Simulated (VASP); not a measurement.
**What goes wrong when ZrC is relaxed with a bad input**

Some relaxations of ZrC get a fault in the input on purpose. Which of them show, and how? The starting structure is a measured crystal structure from the Crystallography Open Database.

Program: VASP 6.6.1. Level of theory: Kohn-Sham DFT with plane waves and PAW; PBEsol. Results are calculated unless marked as measured.

The database entry behind the starting cell differs from later determinations by our own check (0.1 to 0.3 % short, probably kX units), so it need not match the best structure at ambient conditions.

### Step 1. The starting structure

The structure is cubic, space group Fm-3m (No. 225). Conventional cell: a = 4.683 Å, b = 4.683 Å, c = 4.683 Å, α = 90.00°, β = 90.00°, γ = 90.00°. Nearest to Zr lie 6 C at 2.34 Å. Nearest to C lie 6 Zr at 2.34 Å. Farther neighbours are not listed.

As a file:

```
Zr C
1.0
     0.00000    2.34140    2.34140
     2.34140    0.00000    2.34140
     2.34140    2.34140    0.00000
Zr C
1 1
Direct
  0.00000 0.00000 0.00000
  0.50000 0.50000 0.50000
```

### Step 2. Reference relaxation

File INCAR:

```
SYSTEM = ZrC
PREC = Accurate
ENCUT = 520
EDIFF = 1E-06
NELM = 100
ISMEAR = 1
SIGMA = 0.1
LREAL = .FALSE.
ALGO = Normal
GGA = PS
NBANDS = 14
LORBIT = 11
LWAVE = .FALSE.
LCHARG = .FALSE.
KPAR = 2
IBRION = 2
NSW = 50
ISIF = 3
EDIFFG = -0.01
```

File POSCAR:

```
ZrC
1.0
    0.0000000000      2.3414000000      2.3414000000
    2.3414000000      0.0000000000      2.3414000000
    2.3414000000      2.3414000000      0.0000000000
Zr C
1 1
Direct
    0.0000000000      0.0000000000      0.0000000000
    0.5000000000      0.5000000000      0.5000000000
```

File KPOINTS:

```
Automatic mesh
0
Gamma
10 10 10
0 0 0
```

The projector-augmented-wave data sets are Zr_sv and C (PBE family, release 64).

The run is started by

```sh
> mpirun -np 2 vasp_std
```

Output:

```text
[banner, memory and clock lines left out]
running    2 mpi-ranks, on    1 nodes
 distrk:  each k-point on    1 cores,    2 groups
 distr:  one band on    1 cores,    1 groups

 POSCAR found type information on POSCAR ZrC
 POSCAR found :  2 types and       2 ions
|                                                                             |
|               ----> ADVICE to this user running VASP <----                  |
|                                                                             |
|     You enforced a specific xc type in the INCAR file but a different       |
|     [... a line on the potential file left out ...]
|     I HOPE YOU KNOW WHAT YOU ARE DOING!                                     |
|                                                                             |

 LDA part: xc-table for (Slater+PW92), standard interpolation
 POSCAR, INCAR and KPOINTS ok, starting setup
 FFT: planning ... GRIDC
 FFT: planning ... GRID_SOFT
 FFT: planning ... GRID
 WAVECAR not read
 entering main loop
       N       E                     dE             d eps       ncg     rms          rms(c)
DAV:   1     0.102438735029E+03    0.10244E+03   -0.88189E+03  1324   0.116E+03
DAV:   2    -0.188539657810E+02   -0.12129E+03   -0.11308E+03  1664   0.299E+02
DAV:   3    -0.236397159714E+02   -0.47858E+01   -0.47301E+01  1886   0.524E+01
DAV:   4    -0.237885367035E+02   -0.14882E+00   -0.14877E+00  1688   0.782E+00
DAV:   5    -0.237904230253E+02   -0.18863E-02   -0.18863E-02  1798   0.840E-01    0.213E+01
DAV:   6    -0.207103511051E+02    0.30801E+01   -0.71345E+00  1586   0.233E+01    0.792E+00
DAV:   7    -0.205937410984E+02    0.11661E+00   -0.45231E-01  1532   0.574E+00    0.653E+00
DAV:   8    -0.205909260081E+02    0.28151E-02   -0.25978E-01  1562   0.401E+00    0.386E+00
DAV:   9    -0.205694085209E+02    0.21517E-01   -0.62743E-02  1514   0.177E+00    0.425E-01
DAV:  10    -0.205698641293E+02   -0.45561E-03   -0.20851E-03  1734   0.482E-01    0.471E-01
DAV:  11    -0.205695705299E+02    0.29360E-03   -0.95809E-04  1478   0.248E-01    0.487E-02
DAV:  12    -0.205695673685E+02    0.31614E-05   -0.19032E-05  1702   0.312E-02    0.865E-03
DAV:  13    -0.205695670109E+02    0.35756E-06   -0.72845E-07  1072   0.689E-03
   1 F= -.20569567E+02 E0= -.20569687E+02  d E =-.205696E+02
 curvature:   0.00 expect dE= 0.000E+00 dE for cont linesearch  0.000E+00
 trial: gam= 0.00000 g(F)=  0.117E-63 g(S)=  0.535E-02 ort = 0.000E+00 (trialstep = 0.100E+01)
 search vector abs. value=  0.535E-02
 bond charge predicted
       N       E                     dE             d eps       ncg     rms          rms(c)
DAV:   1    -0.206056261503E+02   -0.36059E-01   -0.12427E+00  1454   0.115E+01    0.263E+00
DAV:   2    -0.205722007938E+02    0.33425E-01   -0.73814E-02  1496   0.311E+00    0.738E-01
DAV:   3    -0.205660406294E+02    0.61602E-02   -0.33714E-02  1974   0.135E+00    0.243E-01
DAV:   4    -0.205668514370E+02   -0.81081E-03   -0.10631E-03  2120   0.231E-01    0.206E-01
DAV:   5    -0.205676166445E+02   -0.76521E-03   -0.73789E-04  2132   0.159E-01    0.213E-02
DAV:   6    -0.205676603682E+02   -0.43724E-04   -0.11406E-04  2188   0.779E-02    0.168E-02
DAV:   7    -0.205676642869E+02   -0.39186E-05   -0.44873E-06  1430   0.249E-02    0.324E-03
DAV:   8    -0.205676643544E+02   -0.67526E-07   -0.12913E-07   862   0.377E-03
   2 F= -.20567664E+02 E0= -.20567775E+02  d E =0.190266E-02
 trial-energy change:    0.001903  1 .order    0.001948   -0.005348    0.009243
 step:   0.3708(harm=  0.3665)  dis= 0.00000  next Energy=   -20.570561 (dE=-0.994E-03)
 bond charge predicted
       N       E                     dE             d eps       ncg     rms          rms(c)
DAV:   1    -0.205853286657E+02   -0.17664E-01   -0.48872E-01  1448   0.724E+00    0.164E+00
DAV:   2    -0.205725020529E+02    0.12827E-01   -0.31440E-02  1550   0.202E+00    0.466E-01
DAV:   3    -0.205699795495E+02    0.25225E-02   -0.12460E-02  1948   0.822E-01    0.134E-01
DAV:   4    -0.205702744988E+02   -0.29495E-03   -0.51557E-04  2160   0.162E-01    0.131E-01
DAV:   5    -0.205705365791E+02   -0.26208E-03   -0.19428E-04  2152   0.860E-02    0.204E-02
DAV:   6    -0.205705682072E+02   -0.31628E-04   -0.85046E-05  2192   0.598E-02    0.112E-02
DAV:   7    -0.205705682353E+02   -0.28116E-07   -0.18456E-06  1262   0.152E-02
   3 F= -.20570568E+02 E0= -.20570688E+02  d E =-.100122E-02
 curvature:  -0.18 expect dE=-0.200E-09 dE for cont linesearch -0.200E-09
 trial: gam= 0.00000 g(F)=  0.644E-66 g(S)=  0.109E-08 ort =-0.242E-05 (trialstep = 0.874E+00)
 search vector abs. value=  0.119E-08
 reached required accuracy - stopping structural energy minimisation
```

Wall time 37 s (2 MPI ranks of AMD EPYC 7R43, shared host); peak memory 0.29 GiB; 73 s of CPU time.

The logs omit lines about the potential files and the build; timing stands in the text.

From OUTCAR (step 2):

```text
ion  position               nearest neighbor table
   1  0.000  0.000  0.000-   2 2.34   2 2.34   2 2.34   2 2.34   2 2.34   2 2.34
   2  0.500  0.500  0.500-   1 2.34   1 2.34   1 2.34   1 2.34   1 2.34   1 2.34

  LATTYP: Found a face centered cubic cell.
 ALAT       =     4.6828000000

 Subroutine GETGRP returns: Found 48 space group operations
 (whereof 48 operations were pure point group operations)

The static configuration has the point symmetry O_h .

 Found     47 irreducible k-points:

   k-points           NKPTS =     47   k-points in BZ     NKDIM =     47   number of bands    NBANDS=     14

   dimension x,y,z NGX =    28 NGY =   28 NGZ =   28
   dimension x,y,z NGXF=    56 NGYF=   56 NGZF=   56

   ENCUT  =  520.0 eV  38.22 Ry    6.18 a.u.   6.16  6.16  6.16*2*pi/ulx,y,z

   NELECT =      16.0000    total number of electrons

 k-points in reciprocal lattice and weights: Automatic mesh
   0.00000000  0.00000000  0.00000000       0.001
   0.10000000  0.00000000  0.00000000       0.008
   0.20000000  0.00000000  0.00000000       0.008
   0.30000000  0.00000000  0.00000000       0.008
   0.40000000  0.00000000  0.00000000       0.008
   0.50000000  0.00000000  0.00000000       0.004
   0.10000000  0.10000000  0.00000000       0.006
   0.20000000  0.10000000  0.00000000       0.024
   0.30000000  0.10000000  0.00000000       0.024
[...]
-0.30000000  0.40000000  0.20000000       0.024
  -0.30000000  0.50000000  0.20000000       0.012

 average (electrostatic) potential at core
       1 -72.7345       2 -44.0388

 E-fermi :   9.7164

 k-point     1 :       0.0000    0.0000    0.0000
  band No.  band energies     occupation
      1     -38.1952      2.00000
      2     -15.9235      2.00000
      3     -15.9235      2.00000
      4     -15.9235      2.00000
      5      -1.6381      2.00000
      6      10.6648     -0.00000
      7      10.6648     -0.00000
      8      10.6648     -0.00000
      9      10.7690     -0.00000
     10      10.7690     -0.00000
    ...

 k-point     2 :       0.1000    0.0000    0.0000
  band No.  band energies     occupation
    ...
      4     -15.9318      2.00000
      5      -1.4028      2.00000
      6       9.3186      2.00000
      7       9.6236      2.03170
      8       9.6236      2.03170
      9      11.1573     -0.00000
     10      11.1573     -0.00000
     11      11.6190     -0.00000
     12      13.7055      0.00000
     13      13.7055      0.00000
    ...

 k-point     3 :       0.2000    0.0000    0.0000
  band No.  band energies     occupation
    ...
      4     -15.9532      2.00000
      5      -0.7579      2.00000
      6       7.7100      2.00000
      7       8.4097      2.00000
      8       8.4097      2.00000
      9      11.8282      0.00000
     10      11.8282      0.00000
     11      12.1988      0.00000
     12      15.6311      0.00000
     13      15.6311      0.00000
    ...

  Total        0.0001228      0.0001228      0.0001228     -0.0000000      0.0000000     -0.0000000
  in kB        0.0077185      0.0077185      0.0077185     -0.0000000      0.0000000     -0.0000000
  external PRESSURE =       0.0077185 kB  Pullay stress =       0.0000000 kB

  energy-cutoff  :      520.00
  volume of cell :       25.49
      direct lattice vectors                 reciprocal lattice vectors
     0.000000000  2.335706695  2.335706695    -0.214067974  0.214067974  0.214067974
     2.335706695  0.000000000  2.335706695     0.214067974 -0.214067974  0.214067974
     2.335706695  2.335706695  0.000000000     0.214067974  0.214067974 -0.214067974

 POSITION                                       TOTAL-FORCE (eV/Angst)
 -----------------------------------------------------------------------------------
      0.00000      0.00000      0.00000        -0.000000     -0.000000      0.000000
      2.33571      2.33571      2.33571         0.000000      0.000000      0.000000
 -----------------------------------------------------------------------------------
    total drift:                                0.000000      0.000000      0.000000

  FREE ENERGIE OF THE ION-ELECTRON SYSTEM (eV)
  ---------------------------------------------------
  free  energy   TOTEN  =       -20.5705682353 eV

  energy  without entropy=      -20.5709272300  energy(sigma->0) =      -20.57068790

 reached required accuracy - stopping structural energy minimisation

 total charge
# of ion       s       p       d       tot
------------------------------------------
    1        2.180   6.045   1.665   9.890
    2        0.882   1.471   0.000   2.353
--------------------------------------------------
tot          3.063   7.516   1.665  12.244

[... 3 further parts left out ...]
```

CONTCAR:

```
ZrC
   1.00000000000000
     0.0000000000000000    2.3357066951265062    2.3357066951265062
     2.3357066951265062    0.0000000000000000    2.3357066951265062
     2.3357066951265062    2.3357066951265062    0.0000000000000000
  Zr              C
     1     1
Direct
     0.0000000000000000    0.0000000000000000    0.0000000000000000
     0.5000000000000000    0.5000000000000000    0.5000000000000000
```

The PAW data sets were made with PBE, which is usual practice but a small mismatch for other functionals. The run keeps the 48 symmetry operations of its start, so it cannot find a distortion of lower symmetry.

The reference relaxation ends at 12.743 Å³ an atom.

### Step 3. Relaxation with a k mesh far too coarse

A slip made on purpose: a k mesh far too coarse. Against step 2 the input has a 2×2×2 mesh (also changed: NELM, NCORE and KPAR).

Edit INCAR of step 2 so:

```diff
@@ -4,3 +4,3 @@
 EDIFF = 1E-06
-NELM = 100
+NELM = 60
 ISMEAR = 1
@@ -14,3 +14,3 @@
 LCHARG = .FALSE.
-KPAR = 2
+NCORE = 2
 IBRION = 2
```

POSCAR is that of step 2.

File KPOINTS:

```
Automatic mesh
0
Gamma
2 2 2
0 0 0
```

The run is started by

```sh
> mpirun -np 2 vasp_std
```

Output:

```text
[banner, memory and clock lines left out]
running    2 mpi-ranks, on    1 nodes
[...]
[... a notice as in an earlier step ...]

 LDA part: xc-table for (Slater+PW92), standard interpolation
 POSCAR, INCAR and KPOINTS ok, starting setup
[...]
entering main loop
       N       E                     dE             d eps       ncg     rms          rms(c)
DAV:   1     0.983223712453E+02    0.98322E+02   -0.87618E+03    84   0.117E+03
DAV:   2    -0.181624453493E+02   -0.11648E+03   -0.10963E+03    96   0.297E+02
DAV:   3    -0.224378841928E+02   -0.42754E+01   -0.42444E+01   118   0.513E+01
DAV:   4    -0.225084902172E+02   -0.70606E-01   -0.69835E-01   104   0.577E+00
[...]
DAV:  11    -0.193686815374E+02    0.29068E-03   -0.86863E-04    84   0.175E-01    0.138E-02
DAV:  12    -0.193686811664E+02    0.37097E-06   -0.14900E-05   120   0.319E-02    0.778E-03
DAV:  13    -0.193686810223E+02    0.14415E-06   -0.31892E-07    72   0.409E-03
   1 F= -.19368681E+02 E0= -.19370130E+02  d E =-.193687E+02
[...]
DAV:   8    -0.193362998188E+02    0.90514E-06   -0.46891E-06    96   0.244E-02
   2 F= -.19336300E+02 E0= -.19337749E+02  d E =0.323812E-01
 trial-energy change:    0.032381  1 .order    0.029321   -0.086977    0.145620
 step:   0.3558(harm=  0.3739)  dis= 0.00000  next Energy=   -19.384018 (dE=-0.153E-01)
[...]
N       E                     dE             d eps       ncg     rms          rms(c)
DAV:   1    -0.196327851567E+02   -0.29648E+00   -0.80319E+00    96   0.286E+01    0.624E+00
DAV:   2    -0.194121680460E+02    0.22062E+00   -0.42792E-01    90   0.743E+00    0.170E+00
DAV:   3    -0.193738838635E+02    0.38284E-01   -0.29468E-01   106   0.388E+00    0.897E-01
DAV:   4    -0.193793581697E+02   -0.54743E-02   -0.39488E-03    96   0.639E-01    0.393E-01
DAV:   5    -0.193829057660E+02   -0.35476E-02   -0.53067E-03   126   0.420E-01    0.202E-01
DAV:   6    -0.193836663900E+02   -0.76062E-03   -0.88500E-04   118   0.188E-01    0.226E-02
DAV:   7    -0.193836756475E+02   -0.92575E-05   -0.49073E-05   104   0.390E-02    0.168E-02
DAV:   8    -0.193836759713E+02   -0.32381E-06   -0.10704E-06    66   0.130E-02
   3 F= -.19383676E+02 E0= -.19385125E+02  d E =-.149949E-01
[...]
reached required accuracy - stopping structural energy minimisation
```

Wall time 6.4 s (2 MPI ranks); peak memory 0.21 GiB.

Parts of OUTCAR (step 3):

```text
  Total       -0.0172816     -0.0172816     -0.0172816     -0.0000000      0.0000000      0.0000000
  in kB       -1.0486618     -1.0486618     -1.0486618     -0.0000000      0.0000000      0.0000000
  external PRESSURE =      -1.0486618 kB  Pullay stress =       0.0000000 kB

 POSITION                                       TOTAL-FORCE (eV/Angst)
 -----------------------------------------------------------------------------------
     -0.00000      0.00000      0.00000         0.000000      0.000000      0.000000
      2.36343      2.36343      2.36343        -0.000000      0.000000     -0.000000
 -----------------------------------------------------------------------------------
    total drift:                                0.000000      0.000000      0.000000

  FREE ENERGIE OF THE ION-ELECTRON SYSTEM (eV)
  ---------------------------------------------------
  free  energy   TOTEN  =       -19.3836759713 eV

  energy  without entropy=      -19.3880244003  energy(sigma->0) =      -19.38512545

[... 1 part as in an earlier step ...]

[... 3 further parts left out ...]
[key lines of the parts left out:]
E-fermi :   9.6652
```

With a k mesh far too coarse the cell ends at 13.202 Å³ an atom, +3.60 % from the reference.

### Step 4. Relaxation with a smearing far too wide

A slip made on purpose: a smearing far too wide. Against step 2 the input has ISMEAR = 0 and SIGMA = 2 (also changed: NELM).

Edit INCAR of step 3 so:

```diff
@@ -5,4 +5,4 @@
 NELM = 60
-ISMEAR = 1
-SIGMA = 0.1
+ISMEAR = 0
+SIGMA = 2
 LREAL = .FALSE.
@@ -14,3 +14,3 @@
 LCHARG = .FALSE.
-NCORE = 2
+KPAR = 2
 IBRION = 2
```

POSCAR is that of step 3.

File KPOINTS:

```
Automatic mesh
0
Gamma
10 10 10
0 0 0
```

The run is started by

```sh
> mpirun -np 2 vasp_std
```

Output:

```text
[banner, memory and clock lines left out]
running    2 mpi-ranks, on    1 nodes
[...]
[... a notice as in an earlier step ...]

 LDA part: xc-table for (Slater+PW92), standard interpolation
 POSCAR, INCAR and KPOINTS ok, starting setup
[...]
entering main loop
       N       E                     dE             d eps       ncg     rms          rms(c)
DAV:   1     0.101927380128E+03    0.10193E+03   -0.88189E+03  1324   0.116E+03
DAV:   2    -0.191547875945E+02   -0.12108E+03   -0.11349E+03  1664   0.299E+02
DAV:   3    -0.239178145956E+02   -0.47630E+01   -0.47052E+01  1886   0.522E+01
DAV:   4    -0.240663966266E+02   -0.14858E+00   -0.14853E+00  1688   0.781E+00
[...]
DAV:  11    -0.211046119321E+02    0.13959E-03   -0.54214E-04  1514   0.188E-01    0.381E-02
DAV:  12    -0.211046091818E+02    0.27503E-05   -0.10105E-05  1772   0.212E-02    0.836E-03
DAV:  13    -0.211046088957E+02    0.28601E-06   -0.44272E-07   988   0.525E-03
   1 F= -.21104609E+02 E0= -.20407884E+02  d E =-.211046E+02
[...]
DAV:   8    -0.211025424660E+02    0.30401E-06   -0.50505E-07  1156   0.642E-03
   2 F= -.21102542E+02 E0= -.20384682E+02  d E =0.206643E-02
 trial-energy change:    0.002066  1 .order    0.001953   -0.008225    0.012131
 step:   0.3961(harm=  0.4041)  dis= 0.00000  next Energy=   -21.106231 (dE=-0.162E-02)
[...]
N       E                     dE             d eps       ncg     rms          rms(c)
DAV:   1    -0.211280840796E+02   -0.25541E-01   -0.69508E-01  1454   0.847E+00    0.189E+00
DAV:   2    -0.211087389486E+02    0.19345E-01   -0.43968E-02  1502   0.236E+00    0.518E-01
DAV:   3    -0.211053270268E+02    0.34119E-02   -0.17754E-02  1970   0.966E-01    0.158E-01
DAV:   4    -0.211057614432E+02   -0.43442E-03   -0.74185E-04  2198   0.192E-01    0.156E-01
DAV:   5    -0.211061874984E+02   -0.42606E-03   -0.35271E-04  2154   0.112E-01    0.166E-02
DAV:   6    -0.211062196071E+02   -0.32109E-04   -0.81141E-05  2224   0.629E-02    0.133E-02
DAV:   7    -0.211062223519E+02   -0.27448E-05   -0.28635E-06  1376   0.195E-02    0.207E-03
DAV:   8    -0.211062224633E+02   -0.11139E-06   -0.78938E-08   838   0.258E-03
   3 F= -.21106222E+02 E0= -.20401276E+02  d E =-.161357E-02
[...]
reached required accuracy - stopping structural energy minimisation
```

It took 48 s on 2 MPI ranks; peak memory 0.27 GiB; 94 s of CPU time.

OUTCAR, selected parts (step 4):

```text
  Total       -0.0008644     -0.0008644     -0.0008644      0.0000000      0.0000000     -0.0000000
  in kB       -0.0534313     -0.0534313     -0.0534313      0.0000000      0.0000000     -0.0000000
  external PRESSURE =      -0.0534313 kB  Pullay stress =       0.0000000 kB

 POSITION                                       TOTAL-FORCE (eV/Angst)
 -----------------------------------------------------------------------------------
      0.00000      0.00000      0.00000        -0.000000     -0.000000     -0.000000
      2.34894      2.34894      2.34894         0.000000      0.000000      0.000000
 -----------------------------------------------------------------------------------
    total drift:                                0.000000      0.000000      0.000000

  FREE ENERGIE OF THE ION-ELECTRON SYSTEM (eV)
  ---------------------------------------------------
  free  energy   TOTEN  =       -21.1062224633 eV

  energy  without entropy=      -19.6963289487  energy(sigma->0) =      -20.40127571

[... 2 parts as in an earlier step ...]

[... 2 further parts left out ...]
[key lines of the parts left out:]
E-fermi :   9.7421
```

With a smearing far too wide the cell ends at 12.960 Å³ an atom, +1.71 % from the reference.

(Continued in part 2 of 2.)

[Lines on the potential files, build, host, timing and source positions are cut from VASP's logs without a mark.]

[Logs are printed without paths, hosts, clocks, repeated set-up lines and the standing remarks that a program may print on its own settings, such as how far it seeks lower states.]

[Hosts, paths, dates, database ids (printed as entryN), source tags and the programs' standing remarks are cut or masked in the printed files.]
